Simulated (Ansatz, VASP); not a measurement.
# Li6Al4B8O21 (aluminoborate glass): VASP beside Ansatz, part 2 of 2

One calculation is typed for both programs; each brings its own data sets. How far apart do they land? Of the first pair: The structure shown is the start of the Ansatz relaxation below; VASP solves that cell, so the two are compared at the walk's first step.

VASP 6.6.1 and Ansatz 0.2.0.

So far. Step 3 (VASP: single point, PBE, start cell, pair 1): The run ends at a pressure of -3.13 GPa, with forces up to 2.7 eV/Å.

### 4. Differences

Known differences besides the potentials themselves: the cutoff is 420 eV in Ansatz and 650 eV in VASP (PREC = Accurate, projectors in real space). Total energies have different zeros and are not compared.

Forces on 10 of the 39 atoms, those with the largest forces and the largest differences (eV/Å; atoms numbered as in POSCAR):

| atom | Ansatz x, y, z | VASP x, y, z |
| --- | --- | --- |
| Al3 | 0.846, 1.881, -0.260 | 0.850, 1.839, -0.274 |
| B5 | 1.298, -1.194, -2.070 | 1.248, -1.170, -2.058 |
| B10 | 0.948, -1.283, -2.173 | 0.968, -1.240, -2.135 |
| B11 | 0.790, -1.843, -1.740 | 0.736, -1.879, -1.742 |
| O21 | -0.684, 0.636, 0.965 | -0.674, 0.579, 0.879 |
| O25 | 0.334, -0.066, 0.252 | 0.394, -0.063, 0.192 |
| O28 | -0.201, 0.011, -1.246 | -0.169, 0.037, -1.181 |
| O32 | 0.944, -1.324, 0.645 | 0.885, -1.349, 0.613 |
| O36 | -1.699, 1.217, 0.470 | -1.675, 1.203, 0.501 |
| O39 | -0.971, 0.886, 1.176 | -0.929, 0.924, 1.194 |

The forces differ by 30 meV/Å r.m.s., which is 3.9 % of the r.m.s. force of 0.767 eV/Å (both taken over all components).

### 5. Ansatz: relaxation, PBE

This run makes the geometry at which the two programs are then compared. The cell compared in this pair holds 421.78 Å³, against 451.99 Å³ for the pair before.

The structure compared here is the end of the Ansatz relaxation.

File input.yaml:

```yaml
crystal:
  lattice:
    - [7.6744, 0.0, 0.0]
    - [0.0, 7.6744, 0.0]
    - [0.0, 0.0, 7.6744]
  atoms:
    - { symbol: Al, position: [0.693291, 0.139966, 0.914276] }
    - { symbol: Al, position: [0.740596, 0.929456, 0.573686] }
    - { symbol: Al, position: [0.99102, 0.21598, 0.665739] }
    - { symbol: Al, position: [0.151711, 0.622005, 0.901188] }
    - { symbol: B, position: [0.834877, 0.472449, 0.886165] }
    - { symbol: B, position: [0.088714, 0.753792, 0.53523] }
    - { symbol: B, position: [0.609841, 0.957226, 0.238909] }
    - { symbol: B, position: [0.292742, 0.793454, 0.23472] }
    - { symbol: B, position: [0.476852, 0.426304, 0.414056] }
    - { symbol: B, position: [0.188764, 0.217134, 0.339506] }
    - { symbol: B, position: [0.574294, 0.626163, 0.69716] }
    - { symbol: B, position: [0.309087, 0.257795, 0.855743] }
    - { symbol: Li, position: [0.799883, 0.245705, 0.275051] }
    - { symbol: Li, position: [0.517446, 0.438264, 0.035073] }
    - { symbol: Li, position: [0.348609, 0.928134, 0.739618] }
    - { symbol: Li, position: [0.818595, 0.543392, 0.206735] }
    - { symbol: Li, position: [0.752728, 0.778372, 0.941836] }
    - { symbol: Li, position: [0.122072, 0.991387, 0.993762] }
    - { symbol: O, position: [0.577851, 0.807014, 0.679558] }
    - { symbol: O, position: [0.687735, 0.980149, 0.076776] }
    - { symbol: O, position: [0.203833, 0.122189, 0.187057] }
    - { symbol: O, position: [0.504494, 0.518872, 0.568531] }
    - { symbol: O, position: [0.465703, 0.847946, 0.257701] }
    - { symbol: O, position: [0.275146, 0.429224, 0.904354] }
    - { symbol: O, position: [0.597904, 0.439296, 0.280367] }
    - { symbol: O, position: [0.804112, 0.320009, 0.995087] }
    - { symbol: O, position: [0.041188, 0.204846, 0.444787] }
    - { symbol: O, position: [0.676594, 0.038515, 0.386347] }
    - { symbol: O, position: [0.816517, 0.077639, 0.730309] }
    - { symbol: O, position: [0.910472, 0.787555, 0.525543] }
    - { symbol: O, position: [0.237355, 0.758523, 0.065482] }
    - { symbol: O, position: [0.177846, 0.15414, 0.783821] }
    - { symbol: O, position: [0.477645, 0.191154, 0.867641] }
    - { symbol: O, position: [0.166314, 0.733715, 0.698856] }
    - { symbol: O, position: [0.189345, 0.760129, 0.382291] }
    - { symbol: O, position: [0.662859, 0.552776, 0.838843] }
    - { symbol: O, position: [0.926734, 0.422115, 0.728432] }
    - { symbol: O, position: [0.326562, 0.32511, 0.39295] }
    - { symbol: O, position: [0.936271, 0.603403, 0.978721] }
  symmetry: { detect: false }
kpoints:
  mp_grid: { grid: [2, 2, 2] }
scf:
  occupations: { method: fermi_dirac, width: 0.05 }
hamiltonian:
  xc: pbe
  pseudopotentials: { kind: paw, azcp: { folder: soft_1 } }
output:
  forces: true
  stress: true
relax:
  f_tol: 0.04
  max_steps: 100
  escape_saddle: false
  cell: { stress_tol: 0.4, fix: [] }
```

On the command line:

```bash
$ ansatz run input.yaml --threads 8 --pin off --max-ram 16384MiB --backend cpu --events-out ev --progress --plain --runs-dir out
```

Numbers of over 12 decimals in the logs are rounded to 6 here.

The program printed:

```text
[...]
Crystal: 39 atoms, lattice volume = 451.995 Å³
Basis set: ecut = 420 eV, 8829 PW (Γ), exchange–correlation on 108×108×108 points (8 copies of the dense FFT grid, shifted against one another)
Bands: 129, of which v1, the nominal top of the filled ones, is band 90 counted from 1 (89 counted from 0)
Symmetry: 1 space group operations
k-points: 8
[...]
- { symbol: O, position: [0.300621, 0.425476, 0.852682] }
    - { symbol: O, position: [0.595537, 0.462330, 0.258673] }
    - { symbol: O, position: [0.812400, 0.261159, 1.004316] }
[...]
- { symbol: O, position: [0.667281, 0.529570, 0.878188] }
    - { symbol: O, position: [0.952224, 0.449312, 0.746794] }
    - { symbol: O, position: [0.339847, 0.371968, 0.459809] }
    - { symbol: O, position: [0.944668, 0.556554, 1.027748] }
[key lines of the parts left out:]
SCF converged after 4 iterations
Free energy (F): -16586.219164 eV
Fermi energy:    4.969285 eV
P = ⅓ Tr σ = -0.1115 GPa (-1.115 kbar)
```

### 6. VASP: single point, PBE, relaxed cell, pair 2

The same cell, functional, mesh and smearing now go to VASP, with its own data sets.

File INCAR:

```
SYSTEM = Li6Al4B8O21
PREC = Accurate
ENCUT = 750
EDIFF = 1E-06
NELM = 120
ISMEAR = -1
SIGMA = 0.05
LREAL = Auto
ALGO = Normal
GGA = PE
NBANDS = 120
LORBIT = 11
LWAVE = .FALSE.
LCHARG = .FALSE.
ISIF = 2
LASPH = .TRUE.
GGA_COMPAT = .FALSE.
EFERMI = MIDGAP
KPAR = 4
```

File POSCAR:

```
Li6Al4B8O21
1.0
    7.5923005353     -0.1237810810      0.0835064339
   -0.1237810810      7.5692611562      0.4084189013
    0.0835064339      0.4084189013      7.3644225967
Al B Li O
4 8 6 21
Direct
    0.6781415575      0.1100138422      0.8954321249
    0.7375332169      0.9246943402      0.5516675047
    0.9920418272      0.2495086924      0.6532598092
    0.1373430430      0.5915654886      0.8684177911
    0.8413378431      0.4465430607      0.9136147097
    0.0845205906      0.7572890482      0.5050150915
    0.5722516342      0.9391731699      0.2236751571
    0.2776867779      0.7618441543      0.2012972823
    0.5094859692      0.4469297359      0.4230354186
    0.2150307863      0.2998302550      0.3467592167
    0.6102761651      0.6038357527      0.7095653890
    0.3111086892      0.2521165797      0.8185075820
    0.7484450033      0.2630424180      0.2580410045
    0.4424130614      0.4025765897      0.0666590457
    0.3450427980      0.9007760662      0.7863590350
    0.9725662488      0.5371587252      0.2818314904
    0.6988788650      0.6646107572      0.0772341566
    0.0640561745      0.1801484625      0.0480530269
    0.5822320092      0.7849392165      0.6838751050
    0.6558748678      0.9199861692      0.0588255973
    0.2510769916      0.2456225758      0.1862962337
    0.5972329218      0.4984031932      0.5723034100
    0.4126472695      0.8577887731      0.2737661456
    0.3006213349      0.4254756104      0.8526816257
    0.5955370007      0.4623299146      0.2586728916
    0.8123997308      0.2611592366      0.0043155575
    0.0359734706      0.2963833302      0.4160792252
    0.6540537313      0.0341321481      0.3495658266
    0.8041879529      0.0950091355      0.6892000988
    0.9152259634      0.8068841492      0.4879388934
    0.2681774374      0.7280858825      0.0240926559
    0.1603228205      0.1488329745      0.7871962595
    0.4631348807      0.1578989282      0.8371318068
    0.1738547606      0.7473153558      0.6642525345
    0.1488679964      0.7019897757      0.3347486122
    0.6672812584      0.5295703636      0.8781881220
    0.9522240966      0.4493117952      0.7467944559
    0.3398469985      0.3719675863      0.4598088367
    0.9446682550      0.5565537472      0.0277482703
```

File KPOINTS:

```
Automatic mesh
0
Gamma
2 2 2
0 0 0
```

PAW data sets: Al, B, Li_sv and O (PBE family, release 64).

On the command line:

```bash
$ mpirun -np 4 vasp_std
```

The program printed:

```text
[... set-up lines as in an earlier step ...]
 entering main loop
       N       E                     dE             d eps       ncg     rms          rms(c)
DAV:   1     0.164511448071E+04    0.16451E+04   -0.10947E+05  1920   0.194E+03
DAV:   2    -0.142459368324E+03   -0.17876E+04   -0.16902E+04  2296   0.429E+02
DAV:   3    -0.302475817000E+03   -0.16002E+03   -0.15884E+03  2376   0.134E+02
DAV:   4    -0.312234484924E+03   -0.97587E+01   -0.97044E+01  3344   0.258E+01
[...]
DAV:  16    -0.281318356895E+03   -0.41755E-05   -0.25374E-05  2112   0.204E-02    0.821E-03
DAV:  17    -0.281318358546E+03   -0.16510E-05   -0.68893E-06  2064   0.117E-02    0.349E-03
DAV:  18    -0.281318358834E+03   -0.28791E-06   -0.15424E-06  1600   0.517E-03
   1 F= -.28131836E+03 E0= -.28131836E+03  d E =-.712866E-21
```

From OUTCAR (step 6):

```text
  Total       -0.2985210     -0.3714246     -0.2014881     -0.0128976      0.6787613      0.0542089
  in kB       -1.1339675     -1.4109003     -0.7653765     -0.0489930      2.5783555      0.2059189
  external PRESSURE =      -1.1034148 kB  Pullay stress =       0.0000000 kB

 POSITION                                       TOTAL-FORCE (eV/Angst)
 -----------------------------------------------------------------------------------
      5.20981      1.11449      6.69590        -0.002064     -0.006752     -0.008143
      5.53118      7.13327      4.50196        -0.011697      0.021261      0.002041
      7.55555      2.03260      4.99563        -0.022960     -0.011072     -0.020707
      1.04204      4.81539      6.64847         0.046001      0.024924     -0.012513
      6.40871      3.64900      6.98088        -0.062075     -0.005223      0.025252
      0.59014      5.92791      4.03549        -0.002439     -0.036495     -0.028788
      4.24713      7.12937      2.07860        -0.031157      0.004050      0.032121
      2.03079      5.81444      1.81678        -0.009707     -0.001317      0.035154
      3.84818      3.49264      3.34049         0.019904      0.032961      0.050413
      1.62442      2.38450      2.69409        -0.023270     -0.012933      0.066437
      4.61791      4.78485      5.52312        -0.023958     -0.024765      0.000435
      2.39917      2.20412      6.15678         0.063306     -0.009088     -0.016153
      5.67141      2.00378      2.07025         0.014020      0.012810      0.007643
      3.31467      3.01967      0.69227         0.022819      0.005253     -0.011801
[...]
-----------------------------------------------------------------------------------
    total drift:                                0.033921      0.036365     -0.021470

  FREE ENERGIE OF THE ION-ELECTRON SYSTEM (eV)
  ---------------------------------------------------
  free  energy   TOTEN  =      -281.3183588339 eV

  energy  without entropy=     -281.3183588339  energy(sigma->0) =     -281.31835883

[... 1 part as in an earlier step ...]

[... 2 further parts left out ...]
[key lines of the parts left out:]
E-fermi :   3.2418
```

The run ends at a pressure of -0.11 GPa, with forces up to 0.098 eV/Å.

### 7. Side by side

What differs besides the data sets and the points named for the pairs above, as far as they apply: the cutoff is 420 eV in Ansatz and 750 eV in VASP (PREC = Accurate, projectors in real space); Ansatz's pressure holds a Pulay correction, VASP's none. Total energies have different zeros and are not compared.

Compared:

```csv
quantity,Ansatz,VASP,difference
pressure (GPa),-0.11,-0.11,0.00
gap on the k mesh (eV),4.811,4.819,-0.008
```

Forces on 7 of the 39 atoms, those with the largest forces and the largest differences (eV/Å; atoms numbered as in POSCAR):

```csv
atom,"Ansatz x, y, z","VASP x, y, z"
O19,"0.009, -0.003, -0.004","0.009, 0.070, -0.018"
O20,"0.001, 0.000, -0.001","0.033, 0.004, -0.074"
O21,"-0.004, 0.003, -0.003","0.030, -0.023, -0.091"
O24,"-0.004, -0.002, -0.003","-0.045, 0.070, 0.013"
O25,"-0.002, -0.005, 0.008","0.023, 0.000, -0.072"
O28,"0.002, -0.011, -0.003","0.043, 0.010, 0.063"
O34,"-0.001, 0.000, 0.001","0.021, -0.005, 0.071"
```

The forces differ by 30 meV/Å r.m.s., where the r.m.s. force is 0.008 eV/Å in Ansatz and 0.031 eV/Å in VASP: the atoms lie near their places of rest in Ansatz, so a percentage would say little (all taken over all components). A gap on the mesh is an upper bound, since the band edges may lie between its points.

### 8. Summary of results

```yaml
r_m_s_force_difference_single_point_pbe_start_cell_pair_1: 3.9 % of the r.m.s. force
r_m_s_force_difference_single_point_pbe_relaxed_cell_pair_2: 30 meV/Å
```

The r.m.s. force difference is 30 meV/Å (single point, PBE, relaxed cell, pair 2), beyond the 12 meV/Å picked in this series as the mark of a large difference. What causes the difference of the single point, PBE, start cell, pair 1 pair stays open here. What causes the difference of the single point, PBE, relaxed cell, pair 2 pair stays open here. Such differences can come from data sets, numerical settings and the points named under the comparisons, not from the functional's error against experiment.

[Lines on the potential files, build, host, timing and source positions are cut from VASP's logs without a mark.]

[Logs are printed without paths, hosts, clocks, repeated set-up lines and the standing remarks that a program may print on its own settings, such as how far it seeks lower states.]

[Hosts, paths, dates, database ids (printed as entryN), source tags and the programs' standing remarks are cut or masked in the printed files.]
